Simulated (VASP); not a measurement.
InP (zinc blende) is relaxed at rising pressure, each step from the one before. Symmetry mostly holds the structure type, and other phases were not tried. The mesh follows the cell, and a change of mesh leaves a small step in the series.

```cif
data_In4P4
_chemical_formula_sum 'In4 P4'
_space_group_name_H-M_alt 'F-43m'
_space_group_IT_number 216
_space_group_name_Hall 'F -4 2 3'
_cell_length_a 5.95595
_cell_length_b 5.95595
_cell_length_c 5.95595
_cell_angle_alpha 90.000
_cell_angle_beta 90.000
_cell_angle_gamma 90.000
loop_
_atom_site_label
_atom_site_type_symbol
_atom_site_symmetry_multiplicity
_atom_site_Wyckoff_symbol
_atom_site_fract_x
_atom_site_fract_y
_atom_site_fract_z
_atom_site_occupancy
In1 In 4 a 0.00000 0.00000 0.00000 1
P1 P 4 d 0.75000 0.75000 0.75000 1
```
(The calculation used a cell of 2 atoms; values per cell refer to that cell.)

Calculation: PBE GGA, VASP's PBE PAW potentials (set 64) (plane waves; VASP 6.6.1). Run with 500 eV cut-off, 8×8×8 Γ-centred mesh, Gaussian smearing of 0.050 eV, potentials In_d P.

| P (GPa) | V (Å³/atom) | H − H(0) (eV/atom) | space group | k-mesh |
|---|---|---|---|---|
| 0 | 26.41 | 0.000 | F-43m | 8×8×8 |
| 5 | 24.63 | 0.795 | F-43m | 8×8×8 |
| 10 | 23.33 | 1.543 | F-43m | 8×8×8 |
| 20 | 21.47 | 2.937 | F-43m | 8×8×8 |
| 30 | 20.15 | 4.234 | F-43m | 8×8×8 |
| 45 | 18.69 | 6.049 | F-43m | 9×9×9 |

Pressures at which the relaxation failed are left out.

The compound is InP in the zinc blende structure.
